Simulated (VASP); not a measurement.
Data:

```
CELL_PARAMETERS angstrom
      1.13142    -1.95967     0.00000
      1.13142     1.95967     0.00000
      0.00000     0.00000     3.55352
ATOMIC_POSITIONS crystal
  Be 0.33333 0.66667 0.25000
  Be 0.66667 0.33333 0.75000
```

Method: revTPSS meta-GGA, VASP's PBE PAW potentials (set 64) (plane waves; VASP). Run with 520 eV cut-off, 21×21×12 Γ-centred mesh, tetrahedra with Blöchl corrections, potentials Be.

Question: Give the energies of bands 1 to 4 at the high-symmetry points, in eV from the Fermi level.

Answer: 
```csv
band,Γ,M,K,A,L,H
1,-11.51,-5.07,-2.52,-9.31,-3.66,-1.16
2,-4.45,-3.22,-1.06,-9.31,-3.66,-1.16
3,1.07,3.69,-1.06,10.86,1.50,0.34
4,16.19,6.51,6.78,10.86,1.50,0.34
```

It has no gap at this level: it comes out as a metal or semimetal.

The compound is Be in the hcp structure. It was relaxed first.
